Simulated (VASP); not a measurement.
A VASP calculation is set up with these files.

### KPOINTS
```
Regular mesh
0
Gamma
  6 6 2
0 0 0
```

POSCAR:
```
Cd3ZnSe4
1
   -0.0000000000     2.9810629612     2.9810629612
    2.9810629612     0.0000000000     2.9810629612
   11.9638609100    11.9638609100    -0.0396090653
Zn Se Cd
1 4 3
Direct
  0.9982967246   0.9982967246   0.0012774565
  0.2664310683   0.2664310683   0.0501766987
  0.2540447893   0.2540447893   0.3094664080
  0.2431047186   0.2431047186   0.5676714610
  0.2331391350   0.2331391350   0.8251456487
  0.0129386121   0.0129386121   0.2402960409
  0.0012933586   0.0012933586   0.4990299811
  0.9907515934   0.9907515934   0.7569363049
```

**INCAR**
```
ALGO = Normal
EDIFF = 1E-6
EDIFFG = -0.02
ENCUT = 400
GGA = PS
IBRION = 2
ISIF = 3
ISMEAR = 0
LASPH = .True.
LCHARG = .False.
LMAXMIX = 4
LREAL = .False.
LWAVE = .False.
NELM = 100
NSW = 60
PREC = Accurate
SIGMA = 0.05
SYSTEM = Cd3ZnSe4
```

POTCAR, in this order: Zn Se Cd (PBE.64 set). Program: vasp_std.

### Question
Write an equivalent input for Ansatz.

### Answer
One equivalent input (not run):
Ansatz 0.2 input:
```yaml
crystal:
  lattice:
    - [0.0000000, 2.9810630, 2.9810630]
    - [2.9810630, 0.0000000, 2.9810630]
    - [11.9638609, 11.9638609, -0.0396091]
  atoms:
    - { symbol: Zn, position: [0.9982967, 0.9982967, 0.0012775] }
    - { symbol: Se, position: [0.2664311, 0.2664311, 0.0501767] }
    - { symbol: Se, position: [0.2540448, 0.2540448, 0.3094664] }
    - { symbol: Se, position: [0.2431047, 0.2431047, 0.5676715] }
    - { symbol: Se, position: [0.2331391, 0.2331391, 0.8251456] }
    - { symbol: Cd, position: [0.0129386, 0.0129386, 0.2402960] }
    - { symbol: Cd, position: [0.0012934, 0.0012934, 0.4990300] }
    - { symbol: Cd, position: [0.9907516, 0.9907516, 0.7569363] }
kpoints:
  mp_grid: { grid: [6, 6, 2] }
hamiltonian:
  xc: pbesol
  pseudopotentials: { kind: paw }
scf:
  occupations: { method: gaussian, width: 0.05 }
  max_iter: 100
relax:
  max_steps: 60
  f_tol: 0.02
  cell: {}
output: { forces: true, stress: true, eigenvalues: true }
```
What does not carry over: each code has its own PAW files, so the cut-off isn't converted (ENCUT is set for VASP's; basis.ecutwfc is left out, and Ansatz then takes the one that its files recommend); Ansatz stops its SCF on the density residual and VASP on the energy change (EDIFF).

The structure was generated: Cd3ZnSe4 was put into an ordered model structure (R3m), which need not be its known phase. It was relaxed first. The start is the result of an earlier pass.
